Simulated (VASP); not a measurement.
# Ba2TeS: structure and properties in VASP

Wanted: the relaxed cell of Ba2TeS and its properties. The steps: rough relaxation of the start cell, relaxing cell and atoms (r2SCAN + D4), single point with fields (r2SCAN + D4), bands along the symmetry lines (r2SCAN + D4), total and projected DOS (r2SCAN + D4) and elastic tensor by finite strains (r2SCAN + D4). The cell is invented: it takes the structure of COD entry 1010423, BaTe (space group 225 there), with some of its atoms replaced by other elements, volume scaled by an estimate. It may not be a known or stable phase. The atoms of the start are displaced at random from the sites of a P4/mmm cell.

Main program and level: VASP 6.6.1; r2SCAN with D4; plane waves and PAW (Ba_sv, Te, S); invented cell.

## Step 1: The structure

Before any relaxation, the start is as follows. It takes space group P1 (No. 1, triclinic). Conventional cell: a = 4.701 Å, b = 4.701 Å, c = 6.648 Å, α = 90.00°, β = 90.00°, γ = 90.00°. Nearest to Ba lie 4 S at 3.31 to 3.34 Å and 2 Te at 3.32 to 3.33 Å. Nearest to Ba lie 2 S at 3.31 to 3.34 Å and 4 Te at 3.32 to 3.33 Å. Te has 6 Ba at 3.32 to 3.33 Å nearest. Nearest to S lie 6 Ba at 3.31 to 3.34 Å. It derives from BaTe. it takes the structure of COD entry 1010423, BaTe (space group 225 there), with some of its atoms replaced by other elements, volume scaled by an estimate. Farther neighbours and most contacts between anions are not listed.

## Step 2: Rough relaxation of the start cell

The start is only an estimate, so a cheap relaxation brings it near a minimum before any careful run. r2SCAN adds the kinetic-energy density, costs more than a GGA and is run with LASPH. A dispersion term adds the long-range attraction that semilocal functionals lack. D4 lets the coefficients depend on atomic charges too.

Contents of INCAR:

```
SYSTEM = Ba2TeS
PREC = Normal
ENCUT = 400
EDIFF = 1E-05
NELM = 60
ISMEAR = 0
SIGMA = 0.05
LREAL = .FALSE.
ALGO = Normal
METAGGA = R2SCAN
IVDW = 13
VDW_S6 = 1
VDW_S8 = 0.6018749
VDW_A1 = 0.51559235
VDW_A2 = 5.77342911
LASPH = .TRUE.
NBANDS = 22
LORBIT = 11
LWAVE = .FALSE.
LCHARG = .FALSE.
KPAR = 2
IBRION = 2
NSW = 40
ISIF = 3
EDIFFG = -0.04
```

Contents of POSCAR:

```
Ba2TeS
1.0
    4.7009600000      0.0000000000      0.0000000000
    0.0000000000      4.7009600000      0.0000000000
    0.0000000000      0.0000000000      6.6481620000
Ba Te S
2 1 1
Direct
    0.5013510000      0.5008920000      0.4967410000
    0.0013190000     -0.0014200000      0.0004780000
    0.5024080000      0.4999070000     -0.0038580000
    0.0005310000      0.0033000000      0.5024510000
```

Contents of KPOINTS:

```
Automatic mesh
0
Gamma
4 4 3
0 0 0
```

Potentials, in the order of the species: Ba_sv, Te and S (PBE family, release 64).

Command:

```sh
mpirun -np 2 vasp_std
```

What it wrote:

```text
[banner, memory and clock lines left out]
running    2 mpi-ranks, on    1 nodes
 distrk:  each k-point on    1 cores,    2 groups
 distr:  one band on    1 cores,    1 groups

 POSCAR found type information on POSCAR BaTeS
 POSCAR found :  3 types and       4 ions
|                                                                             |
|               ----> ADVICE to this user running VASP <----                  |
|                                                                             |
|     You enforced a specific xc type in the INCAR file but a different       |
|     [... a line on the potential file left out ...]
|     I HOPE YOU KNOW WHAT YOU ARE DOING!                                     |
|                                                                             |

 LDA part: xc-table for (None), standard interpolation
 POSCAR, INCAR and KPOINTS ok, starting setup
 FFT: planning ... GRIDC
 FFT: planning ... GRID_SOFT
 FFT: planning ... GRID
 WAVECAR not read
 entering main loop
       N       E                     dE             d eps       ncg     rms          rms(c)
DAV:   2    -0.886053815101E+02   -0.19904E+03   -0.18844E+03  1596   0.209E+02
DAV:   3    -0.101964696639E+03   -0.13359E+02   -0.13270E+02  1554   0.599E+01
DAV:   4    -0.102405824476E+03   -0.44113E+00   -0.44061E+00  1808   0.100E+01
DAV:   5    -0.102410529695E+03   -0.47052E-02   -0.47043E-02  1446   0.106E+00    0.679E+00
DAV:   6    -0.947519052044E+02    0.76586E+01   -0.30864E+00  1590   0.981E+00    0.487E+00
DAV:   7    -0.947457109158E+02    0.61943E-02   -0.86362E-01  1474   0.435E+00    0.288E+00
DAV:   8    -0.947599816105E+02   -0.14271E-01   -0.64273E-02  1402   0.141E+00    0.172E+00
DAV:   9    -0.947668690651E+02   -0.68875E-02   -0.14521E-02  1408   0.793E-01    0.285E-01
DAV:  10    -0.947668913246E+02   -0.22260E-04   -0.59405E-04  1476   0.137E-01    0.164E-01
DAV:  11    -0.947671918707E+02   -0.30055E-03   -0.75362E-04  1448   0.166E-01    0.594E-02
DAV:  12    -0.947671813899E+02    0.10481E-04   -0.59826E-05  1404   0.423E-02    0.500E-02
DAV:  13    -0.947671818769E+02   -0.48703E-06   -0.17444E-05  1216   0.180E-02
   1 F= -.95126207E+02 E0= -.95126207E+02  d E =-.951262E+02
 curvature:   0.00 expect dE= 0.000E+00 dE for cont linesearch  0.000E+00
 trial: gam= 0.00000 g(F)=  0.698E-03 g(S)=  0.199E+00 ort = 0.000E+00 (trialstep = 0.100E+01)
 search vector abs. value=  0.200E+00
 bond charge predicted
       N       E                     dE             d eps       ncg     rms          rms(c)
DAV:   1    -0.954980553110E+02   -0.73087E+00   -0.25950E+01  1162   0.302E+01    0.497E+00
DAV:   2    -0.950328867683E+02    0.46517E+00   -0.15464E+00  1410   0.713E+00    0.229E+00
DAV:   3    -0.948569541569E+02    0.17593E+00   -0.47322E-01  1282   0.403E+00    0.934E-01
DAV:   4    -0.948572734412E+02   -0.31928E-03   -0.39303E-02  1826   0.867E-01    0.687E-01
DAV:   5    -0.948577154284E+02   -0.44199E-03   -0.79719E-03  1624   0.469E-01    0.346E-01
DAV:   6    -0.948579453523E+02   -0.22992E-03   -0.17293E-03  1858   0.184E-01    0.104E-01
DAV:   7    -0.948578981316E+02    0.47221E-04   -0.24505E-04  1790   0.865E-02    0.151E-02
DAV:   8    -0.948579026083E+02   -0.44767E-05   -0.22409E-05  1210   0.278E-02
   2 F= -.95187764E+02 E0= -.95187764E+02  d E =-.615577E-01
[...]
3 F= -.95196308E+02 E0= -.95196308E+02  d E =-.701018E-01
[...]
4 F= -.95196300E+02 E0= -.95196300E+02  d E =-.700938E-01
[...]
5 F= -.95196739E+02 E0= -.95196739E+02  d E =-.438674E-03
 trial-energy change:   -0.000439  1 .order   -0.000414   -0.000479   -0.000349
 step:   3.5048(harm=  3.5048)  dis= 0.00780  next Energy=   -95.197185 (dE=-0.885E-03)
 bond charge predicted
       N       E                     dE             d eps       ncg     rms          rms(c)
DAV:   1    -0.948593326553E+02    0.35489E-03   -0.16539E-01  1156   0.207E+00    0.176E-01
DAV:   2    -0.948604689886E+02   -0.11363E-02   -0.70197E-03  1422   0.487E-01    0.828E-02
DAV:   3    -0.948604749584E+02   -0.59698E-05   -0.11830E-04  1728   0.574E-02    0.566E-02
DAV:   4    -0.948604705319E+02    0.44265E-05   -0.76358E-05  1368   0.470E-02
   6 F= -.95197555E+02 E0= -.95197555E+02  d E =-.125417E-02
 curvature:  -1.76 expect dE=-0.321E-03 dE for cont linesearch -0.153E-03
 trial: gam=-0.08168 g(F)=  0.140E-03 g(S)=  0.429E-04 ort = 0.210E-03 (trialstep = 0.146E+01)
 search vector abs. value=  0.151E-03
 reached required accuracy - stopping structural energy minimisation
```

Wall time 97 s (2 MPI ranks of AMD EPYC 9R45, shared host); peak memory 0.35 GiB.

Lines that name or quote the potential files are left out of all logs, and their timing lines are given in words.

Parts of OUTCAR (step 2):

```text
ion  position               nearest neighbor table
   1  0.501  0.501  0.497-   4 3.31   4 3.32   3 3.32   3 3.33   4 3.33   4 3.34   2 4.68   2 4.68
                             2 4.69   2 4.69   2 4.71   2 4.71   2 4.72   2 4.72
   2  0.001  0.999  0.000-   4 3.31   3 3.32   3 3.32   3 3.33   3 3.33   4 3.34   1 4.68   1 4.68
                             1 4.69   1 4.69   1 4.71   1 4.71   1 4.72   1 4.72
   3  0.502  0.500  0.996-   2 3.32   1 3.32   2 3.32   2 3.33   1 3.33   2 3.33
   4  0.001  0.003  0.502-   2 3.31   1 3.31   1 3.32   1 3.33   1 3.34   2 3.34

  LATTYP: Found a simple tetragonal cell.
 ALAT       =     4.7009600000
 C/A-ratio  =     1.4142136925

 Subroutine GETGRP returns: Found  1 space group operations
 (whereof  1 operations were pure point group operations)

The static configuration has the point symmetry C_1 .

 Found     26 irreducible k-points:

   k-points           NKPTS =     26   k-points in BZ     NKDIM =     26   number of bands    NBANDS=     22

   dimension x,y,z NGX =    24 NGY =   24 NGZ =   36
   dimension x,y,z NGXF=    48 NGYF=   48 NGZF=   72

   ENCUT  =  400.0 eV  29.40 Ry    5.42 a.u.   7.67  7.67 10.84*2*pi/ulx,y,z

   NELECT =      32.0000    total number of electrons

 k-points in reciprocal lattice and weights: Automatic mesh
   0.00000000  0.00000000  0.00000000       0.021
   0.25000000  0.00000000  0.00000000       0.042
   0.00000000  0.25000000  0.00000000       0.042
   0.50000000  0.00000000  0.00000000       0.021
   0.00000000  0.50000000  0.00000000       0.021
   0.25000000  0.25000000  0.00000000       0.042
  -0.25000000  0.25000000  0.00000000       0.042
   0.50000000  0.25000000  0.00000000       0.042
  -0.25000000  0.50000000  0.00000000       0.042
[...]
0.25000000  0.50000000  0.33333333       0.042
   0.50000000  0.50000000  0.33333333       0.042

 average (electrostatic) potential at core
       1 -42.3862       2 -42.3044       3 -95.6217       4 -90.4489

 E-fermi :   1.8635

 k-point     1 :       0.0000    0.0000    0.0000
  band No.  band energies     occupation
    ...
     12       1.2390      2.00000
     13       1.2390      2.00000
     14       1.5105      2.00000
     15       1.5474      2.00000
     16       1.5475      2.00000
     17       3.6110      0.00000
     18       5.1130      0.00000
     19       5.2566      0.00000
     20       5.2567      0.00000
     21       5.3456      0.00000
    ...

 k-point     2 :       0.2500    0.0000    0.0000
  band No.  band energies     occupation
    ...
     12       0.6699      2.00000
     13       0.6809      2.00000
     14       0.8332      2.00000
     15       1.0067      2.00000
     16       1.2971      2.00000
     17       4.7352      0.00000
     18       5.2714      0.00000
     19       5.5922      0.00000
     20       5.8632      0.00000
     21       6.2158      0.00000
    ...

 k-point     3 :       0.0000    0.2500    0.0000
  band No.  band energies     occupation
    ...
     12       0.6699      2.00000
     13       0.6808      2.00000
     14       0.8332      2.00000
     15       1.0067      2.00000
     16       1.2972      2.00000
     17       4.7353      0.00000
     18       5.2714      0.00000
     19       5.5921      0.00000
     20       5.8633      0.00000
     21       6.2159      0.00000
    ...

  DFT-D4 for vdW energy calculation

  Edisp (eV):   -0.33708

  Total      -0.02126    -0.02116    -0.05153     0.00019    -0.00026    -0.00050
  in kB      -0.21788    -0.21677    -0.52798     0.00199    -0.00270    -0.00509
  external pressure =       -0.32 kB  Pullay stress =        0.00 kB

  energy-cutoff  :      400.00
  volume of cell :      156.36
      direct lattice vectors                 reciprocal lattice vectors
     4.797131106 -0.000036372  0.000032867     0.208457926  0.000001581 -0.000001426
    -0.000036371  4.797103140  0.000009610     0.000001581  0.208459141 -0.000000416
     0.000046478  0.000013543  6.794561670    -0.000001008 -0.000000295  0.147176529

 POSITION                                       TOTAL-FORCE (eV/Angst)
 -----------------------------------------------------------------------------------
      2.40464      2.40310      3.38486        -0.000903      0.002540      0.009442
      0.00891      4.79640      6.79183        -0.004879     -0.001086     -0.006575
      2.40691      2.39539      6.77784         0.001383      0.011903      0.033074
      0.00365      0.01217      3.40075         0.004399     -0.013357     -0.035941
 -----------------------------------------------------------------------------------
    total drift:                                0.002137     -0.000641      0.002235

  FREE ENERGIE OF THE ION-ELECTRON SYSTEM (eV)
  ---------------------------------------------------
  free  energy   TOTEN  =       -95.1975546326 eV

  energy  without entropy=      -95.1975546326  energy(sigma->0) =      -95.19755463

 reached required accuracy - stopping structural energy minimisation

 total charge
# of ion       s       p       d       tot
------------------------------------------
    1        2.015   5.627   0.217   7.860
    2        2.019   5.629   0.256   7.904
    3        1.347   2.232   0.004   3.583
    4        1.307   2.396   0.000   3.703
--------------------------------------------------
tot          6.689  15.884   0.477  23.050

[... 3 further parts left out ...]
```

The gap is read on the k-mesh alone, so it is an upper bound where the band edges lie off the mesh. Harder data sets than Ba_sv exist (the GW ones), and pressures, volumes and forces can shift noticeably with them. This relaxation is a rough one on cheap settings, only to bring the start near its minimum. The PAW data sets were made with PBE, which is usual practice but a small mismatch for other functionals.

Relaxation path:

| step | energy less that of the first step (eV) | largest force (eV/Å) | pressure (GPa) | volume (Å³) |
| --- | --- | --- | --- | --- |
| 1 | 0.0000 | 0.0756 | 2.56 | 146.92 |
| 2 | -0.0616 | 0.0607 | -0.77 | 159.75 |
| 3 | -0.0701 | 0.0645 | 0.02 | 156.19 |
| 4 | -0.0701 | 0.0642 | -0.01 | 156.38 |
| 5 | -0.0705 | 0.0513 | -0.04 | 156.37 |
| 6 | -0.0713 | 0.0386 | -0.03 | 156.36 |

| cell as run | before | after | change |
| --- | --- | --- | --- |
| a (Å) | 4.701 | 4.797 | +2.0 % |
| b (Å) | 4.701 | 4.797 | +2.0 % |
| c (Å) | 6.648 | 6.795 | +2.2 % |
| volume (Å³/atom) | 36.73 | 39.09 | +6.4 % |

The atoms that moved most (Å, as changes of fractional coordinates times the final cell):

| atom | dx | dy | dz | length |
| --- | --- | --- | --- | --- |
| S4 | 0.001 | -0.004 | -0.013 | 0.014 |
| Te3 | -0.003 | -0.003 | 0.009 | 0.010 |
| Ba1 | 0.000 | 0.000 | 0.010 | 0.010 |
| Ba2 | 0.003 | 0.006 | -0.006 | 0.009 |

Final coordinates:

```
Ba Te S
1.0
     4.79713   -0.00004    0.00003
    -0.00004    4.79710    0.00001
     0.00005    0.00001    6.79456
Ba Te S
2 1 1
Direct
  0.50126 0.50095 0.49817
  0.00186 0.99985 0.99960
  0.50173 0.49934 0.99754
  0.00076 0.00254 0.50051
```

A gap read on the k-mesh alone can miss the band edges.

This step gave:

```yaml
electrons: 32
bands: 22
irreducible_k_points: 26
symmetry_operations: 1
free_energy_toten: -95.1976 eV
fermi_energy: 1.863 eV
pressure: -0.03209 GPa
metallic: no
valence_top_at_k: 0, 0, 0
conduction_bottom_at_k: 0, 0, 0
least_direct_gap_at_k: 0, 0, 0
scf_cycles_over_all_ionic_steps: 39
gap_on_the_k_mesh: 2.064 eV
least_direct_gap_on_the_k_mesh: 2.064 eV
```

It ends with a largest force of 0.039 eV/Å and a pressure of -0.03 GPa.

(Continued in part 2 of 3.)

[Lines on the potential files, build, host, timing and source positions are cut from VASP's logs without a mark.]

[Logs are printed without paths, hosts, clocks, repeated set-up lines and the standing remarks that a program may print on its own settings, such as how far it seeks lower states.]

[Hosts, paths, dates, database ids (printed as entryN), source tags and the programs' standing remarks are cut or masked in the printed files.]

[A measured line is paired with the nearest computed mode of its activity, which favours agreement.]
